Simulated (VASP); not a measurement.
Computed with RPBE GGA, VASP's PBE PAW potentials (set 64) (plane waves; VASP).

Input for VASP

### KPOINTS
```
k-points along high-symmetry lines
15
Line-mode
Reciprocal
  0.000000   0.000000   0.000000 ! GAMMA
  0.500000   0.000000   0.500000 ! X

  0.500000   0.000000   0.500000 ! X
  0.625000   0.250000   0.625000 ! U

  0.375000   0.375000   0.750000 ! K
  0.000000   0.000000   0.000000 ! GAMMA

  0.000000   0.000000   0.000000 ! GAMMA
  0.500000   0.500000   0.500000 ! L

  0.500000   0.500000   0.500000 ! L
  0.500000   0.250000   0.750000 ! W

  0.500000   0.250000   0.750000 ! W
  0.500000   0.000000   0.500000 ! X
```

File POSCAR:
```
MgO
1
    0.0000000000     2.1446434837     2.1446434837
    2.1446434837     0.0000000000     2.1446434837
    2.1446434837     2.1446434837     0.0000000000
Mg O
1 1
Direct
  0.0000000000   0.0000000000   0.0000000000
  0.5000000000   0.5000000000   0.5000000000
```

### INCAR
```
SYSTEM = MgO
PREC = Accurate
ENCUT = 520
EDIFF = 1E-7
NELM = 100
ALGO = Normal
LREAL = .FALSE.
LASPH = .TRUE.
ISMEAR = 0
SIGMA = 0.05
GGA = RP
LWAVE = .FALSE.
LCHARG = .FALSE.
LORBIT = 11
ICHARG = 11
```

POTCAR, in this order: Mg O (PBE.64 set). Program: vasp_std. Read from the step before: CHGCAR.

The run wrote:

**OSZICAR**
```
       N       E                     dE             d eps       ncg     rms          rms(c)
DAV:   1     0.160091221290E+02    0.16009E+02   -0.45784E+03  1640   0.863E+02
DAV:   2    -0.100068850283E+02   -0.26016E+02   -0.24420E+02  1864   0.133E+02
DAV:   3    -0.103686819810E+02   -0.36180E+00   -0.36180E+00  1672   0.185E+01
DAV:   4    -0.103693856856E+02   -0.70370E-03   -0.70370E-03  1952   0.797E-01
DAV:   5    -0.103693865619E+02   -0.87632E-06   -0.87632E-06  1792   0.221E-02
DAV:   6    -0.103693865643E+02   -0.24054E-08   -0.24053E-08  1992   0.850E-04
   1 F= -.10369387E+02 E0= -.10369387E+02  d E =-.461511E-14
```

### OUTCAR
```
 val. band max:        2.9513715716   @ k =   0.0000   0.0000   0.0000

 cond. band min:       7.2693803634   @ k =   0.0000   0.0000   0.0000



 k-point     1 :       0.0000    0.0000    0.0000
  band No.  band energies     occupation
      1     -14.1189      2.00000
      2       2.9514      2.00000
      3       2.9514      2.00000
      4       2.9514      2.00000
      5       7.2694      0.00000
      6      18.5688      0.00000
      7      18.5688      0.00000
      8      18.5688      0.00000

 k-point     2 :       0.0357    0.0000    0.0357
  band No.  band energies     occupation
      1     -14.1026      2.00000
      2       2.8454      2.00000
      3       2.9324      2.00000
      4       2.9324      2.00000
      5       7.3920      0.00000
      6      18.2747      0.00000
      7      18.6075      0.00000
      8      18.6075      0.00000

 k-point     3 :       0.0714    0.0000    0.0714
  band No.  band energies     occupation
      1     -14.0543      2.00000
      2       2.5614      2.00000
      3       2.8771      2.00000
      4       2.8771      2.00000
      5       7.7261      0.00000
      6      17.6105      0.00000
      7      18.7205      0.00000
      8      18.7205      0.00000

 k-point     4 :       0.1071    0.0000    0.1071
  band No.  band energies     occupation
      1     -13.9761      2.00000
      2       2.1686      2.00000
      3       2.7898      2.00000
      4       2.7898      2.00000
      5       8.2030      0.00000
      6      16.8378      0.00000
      7      18.8990      0.00000
      8      18.8990      0.00000

 k-point     5 :       0.1429    0.0000    0.1429
  band No.  band energies     occupation
      1     -13.8716      2.00000
      2       1.7271      2.00000
      3       2.6770      2.00000
      4       2.6770      2.00000
      5       8.7631      0.00000
      6      16.0674      0.00000
      7      19.1301      0.00000
      8      19.1301      0.00000
...
```

The density is held fixed in this step, so its total energy and stress have no physical meaning.

The compound is MgO in the rock salt structure. It was relaxed first, which changed the volume by +6 %.
